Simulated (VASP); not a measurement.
Data:

```yaml
crystal:
  lattice:
    - [0.00000, 2.17968, 2.17968]
    - [2.17968, 0.00000, 2.17968]
    - [2.17968, 2.17968, 0.00000]
  atoms:
    - { symbol: Si, position: [0.00000, 0.00000, 0.00000] }
    - { symbol: C, position: [0.25000, 0.25000, 0.25000] }
```

The numbers are results of PBEsol GGA, VASP's PBE PAW potentials (set 64) (plane waves; VASP), not measurements. Run with 520 eV cut-off, Gaussian smearing of 0.050 eV, potentials Si C.

Problem. Estimate the band gap (along the path) with the smallest direct gap where there is one.

Solution. 
```yaml
band gap (along the path): 1.23 eV
smallest direct gap (along the path): 4.44 eV
```

Total energies compare only between runs with the same potentials, cut-off and functional.

The structure was generated: SiC was put into the zinc blende type (F-43m), which need not be its known phase. It was relaxed first.
